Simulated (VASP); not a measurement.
A VASP calculation is set up with these files.

### INCAR
```
SYSTEM = RbCl
PREC = Accurate
ENCUT = 500
EDIFF = 1E-6
NELM = 100
ALGO = Normal
LREAL = .FALSE.
LASPH = .TRUE.
ISMEAR = 0
SIGMA = 0.05
GGA = PS
LMAXMIX = 4
LWAVE = .FALSE.
LCHARG = .FALSE.
IBRION = 2
ISIF = 3
NSW = 40
EDIFFG = -0.02
PSTRESS = 200
```

File KPOINTS:
```
Regular mesh
0
G
  8 8 8
```

**POSCAR**
```
RbCl
1.0
  0.0000000000   2.8508102013   2.8508102013
  2.8508102013   0.0000000000   2.8508102013
  2.8508102013   2.8508102013   0.0000000000
Rb Cl
1 1
Cartesian
  0.0000000000   0.0000000000   0.0000000000
  2.8508102013   2.8508102013   2.8508102013
```

POTCAR, in this order: Rb_sv Cl (PBE.64 set). Program: vasp_std.

Problem. Translate this PBEsol calculation to Quantum ESPRESSO's pw.x.

Solution. One equivalent input (not run):
```
&CONTROL
  calculation = 'vc-relax'
  pseudo_dir = './pseudo'
  outdir = './out'
  tprnfor = .true.
  tstress = .true.
  nstep = 40
  forc_conv_thr = 0.00078
/
&SYSTEM
  ibrav = 0
  nat = 2
  ntyp = 2
  ecutwfc = 58
  occupations = 'smearing'
  smearing = 'gaussian'
  degauss = 0.003675
  input_dft = 'pbesol'
/
&ELECTRONS
  conv_thr = 7.3e-08
  electron_maxstep = 100
/
&IONS
/
&CELL
  press = 200
/
ATOMIC_SPECIES
  Rb 85.468 Rb.upf
  Cl 35.450 Cl.upf
CELL_PARAMETERS angstrom
     0.0000000    2.8508102    2.8508102
     2.8508102    0.0000000    2.8508102
     2.8508102    2.8508102    0.0000000
ATOMIC_POSITIONS crystal
  Rb   0.0000000  0.0000000  0.0000000
  Cl   0.5000000  0.5000000  0.5000000
K_POINTS automatic
  8 8 8 0 0 0
```
The two are equivalent in intent, not identical: the potentials are each code's own (VASP's PAW set, PseudoDojo norm-conserving files in pw.x), so ENCUT and ecutwfc are chosen apart and not converted; conv_thr bounds pw.x's estimated SCF error, while EDIFF bounds the energy change between steps; forc_conv_thr acts on force components and is met together with etot_conv_thr.

The compound is RbCl in the rock salt structure. It was relaxed first under an external pressure of 20 GPa.
